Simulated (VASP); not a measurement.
Output of a VASP run:

File OSZICAR:
```
       N       E                     dE             d eps       ncg     rms          rms(c)
DAV:   1     0.287958419972E+02    0.28796E+02   -0.58122E+03  4752   0.212E+03
DAV:   2    -0.126154558758E+02   -0.41411E+02   -0.39373E+02  4640   0.205E+02
DAV:   3    -0.131141151587E+02   -0.49866E+00   -0.49760E+00  5419   0.326E+01
DAV:   4    -0.131183902665E+02   -0.42751E-02   -0.42750E-02  5615   0.273E+00
DAV:   5    -0.131184494132E+02   -0.59147E-04   -0.59148E-04  5492   0.256E-01    0.800E+00
DAV:   6    -0.111417917293E+02    0.19767E+01   -0.28667E+01  4889   0.131E+02    0.572E+00
DAV:   7    -0.105486531723E+02    0.59314E+00   -0.58833E+00  4925   0.558E+01    0.550E-01
DAV:   8    -0.105437813823E+02    0.48718E-02   -0.10611E-01  5287   0.768E+00    0.889E-01
DAV:   9    -0.105364878808E+02    0.72935E-02   -0.12961E-01  5971   0.840E+00    0.584E-02
DAV:  10    -0.105373945874E+02   -0.90671E-03   -0.14825E-03  5438   0.549E-01    0.104E-01
DAV:  11    -0.105373542041E+02    0.40383E-04   -0.56327E-04  6648   0.454E-01    0.314E-02
DAV:  12    -0.105373665910E+02   -0.12387E-04   -0.32183E-04  5018   0.375E-01    0.241E-02
DAV:  13    -0.105373734415E+02   -0.68505E-05   -0.90180E-05  5090   0.192E-01    0.268E-03
DAV:  14    -0.105373758566E+02   -0.24151E-05   -0.44133E-07  5004   0.936E-03    0.227E-03
DAV:  15    -0.105373747183E+02    0.11383E-05   -0.11897E-06  5051   0.260E-02    0.243E-04
DAV:  16    -0.105373753419E+02   -0.62357E-06   -0.73381E-08  2677   0.395E-03    0.516E-04
DAV:  17    -0.105373752970E+02    0.44882E-07   -0.27161E-08  2406   0.356E-03
   1 F= -.10537375E+02 E0= -.10537375E+02  d E =0.000000E+00
       N       E                     dE             ncg
```

OUTCAR:
```
------------------------ aborting loop because EDIFF is reached ----------------------------------------
  FORCE on cell =-STRESS in cart. coord.  units (eV):
  Direction    XX          YY          ZZ          XY          YZ          ZX
  --------------------------------------------------------------------------------------
  Total       -0.0152455     -0.0152455     -0.0152455      0.0000000      0.0000000      0.0000000
  in kB       -2.1481217     -2.1481217     -2.1481217      0.0000000      0.0000000      0.0000000
  external PRESSURE =      -2.1481217 kB  Pullay stress =       0.0000000 kB
  volume of cell :       11.37
      direct lattice vectors                 reciprocal lattice vectors
     0.000000000  1.784791789  1.784791789    -0.280144722  0.280144722  0.280144722
     1.784791789  0.000000000  1.784791789     0.280144722 -0.280144722  0.280144722
     1.784791789  1.784791789  0.000000000     0.280144722  0.280144722 -0.280144722
 POSITION                                       TOTAL-FORCE (eV/Angst)
 -----------------------------------------------------------------------------------
      0.00000      0.00000      0.00000         0.000000      0.000000      0.000000
 -----------------------------------------------------------------------------------
    total drift:                               -0.000000     -0.000000     -0.000000
  FREE ENERGIE OF THE ION-ELECTRON SYSTEM (eV)
  ---------------------------------------------------
  free  energy   TOTEN  =       -10.5373752970 eV

  energy  without entropy=      -10.5373752970  energy(sigma->0) =      -10.53737530

 total charge

# of ion       s       p       d       tot
------------------------------------------
    1        0.470   0.429   9.193  10.093
```
(Selected blocks of OUTCAR.)

POSCAR:
```
Cu
1
    0.0000000000     1.7847917888     1.7847917888
    1.7847917888    -0.0000000000     1.7847917888
    1.7847917888     1.7847917888    -0.0000000000
Cu
1
Direct
  0.0000000000   0.0000000000   0.0000000000
```

Reconstruct the remaining input files.

One answer among several that fit: the input of the run itself, r2SCAN+rVV10, plane waves, VASP's PBE PAW potentials (set 64).

### KPOINTS_OPT
```
k-points along high-symmetry lines
10
Line-mode
Reciprocal
  0.000000   0.000000   0.000000 ! GAMMA
  0.500000   0.000000   0.500000 ! X

  0.500000   0.000000   0.500000 ! X
  0.625000   0.250000   0.625000 ! U

  0.375000   0.375000   0.750000 ! K
  0.000000   0.000000   0.000000 ! GAMMA

  0.000000   0.000000   0.000000 ! GAMMA
  0.500000   0.500000   0.500000 ! L

  0.500000   0.500000   0.500000 ! L
  0.500000   0.250000   0.750000 ! W

  0.500000   0.250000   0.750000 ! W
  0.500000   0.000000   0.500000 ! X
```

**INCAR**
```
! general
SYSTEM   = Cu
PREC     = Accurate
ENCUT    = 520
LREAL    = .False.
LASPH    = .True.

! electronic loop
EDIFF    = 1E-7
NELM     = 100
ALGO     = Normal
LMAXMIX  = 4
LMIXTAU  = .True.

! smearing
ISMEAR   = -5

! functional
METAGGA  = R2SCAN
LUSE_VDW = .True.
BPARAM   = 11.95
CPARAM   = 0.0093

! ions
ISIF     = 2

! output
LWAVE    = .False.
LCHARG   = .False.
LORBIT   = 11
NEDOS    = 601
```

### KPOINTS
```
Automatic mesh
0
Gamma
20 20 20
0 0 0
```

POTCAR, in this order: Cu (PBE.64 set). Program: vasp_std.

For a metal the tetrahedron method with Blöchl corrections gives inexact stress and forces.

The compound is Cu in the fcc structure. It was relaxed first.
